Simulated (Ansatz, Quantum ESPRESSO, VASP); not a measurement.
## NiMoIrPdW: 3 runs at one level of theory

```
Ni Mo Pd Ir W
1.0
     2.76078    0.00000    0.00000
    -1.38039    2.39090    0.00000
     0.00000    0.00000   11.34051
Ni Mo Pd Ir W
1 1 1 1 1
Direct
  0.00000 0.00000 0.70917
  0.66667 0.33333 0.29425
  0.66667 0.33333 0.89901
  0.00000 0.00000 0.10604
  0.66667 0.33333 0.52921
```

The cell comes from a database or a generator and needn't be the stable form of this composition.

Alike in all runs: task single point; functional PBE; k mesh 11 × 11 × 3; occupations fermi-dirac, width 0.05 eV; collinear spin, ferromagnetic start; no spin-orbit coupling. Pressure is positive in compression and, in plane waves, holds the error of the finite cutoff.

```
                             program and potentials  plane-wave cutoff (eV)                                      notes  pressure (GPa)  net moment per atom (μB)  largest force (eV/Å)
VASP, PBE PAW files Ir, Mo_sv, Ni, Pd, W_sv, 520 eV                     520  11.4 valence electrons an atom on average            0.22                      0.00                 0.296
          Quantum ESPRESSO, SSSP 1.3 efficiency PBE                     816  15.8 valence electrons an atom on average           -0.35                      0.00                 0.294
     Ansatz, all-electron LAPW, scalar-relativistic                       -                                          -           -0.20                      0.00                 0.284
```

Force on atom 2 (Mo), eV/Å:

```
                             program and potentials      x      y      z
VASP, PBE PAW files Ir, Mo_sv, Ni, Pd, W_sv, 520 eV  0.000  0.000  0.296
          Quantum ESPRESSO, SSSP 1.3 efficiency PBE  0.000  0.000  0.294
     Ansatz, all-electron LAPW, scalar-relativistic  0.000  0.000  0.284
```

The pressure spans -0.35 (Quantum ESPRESSO, SSSP 1.3 efficiency PBE) to 0.22 GPa (VASP, PBE PAW files Ir, Mo_sv, Ni, Pd, W_sv, 520 eV), with all-electron results at -0.20. All agree on the net moment per atom. The state is the one that the start led to, which needn't be the lowest.

Differences between rows come from potentials, basis sets and numerical settings, since the functional is the same but for its coding. Runs on potential files found faulty are left out.
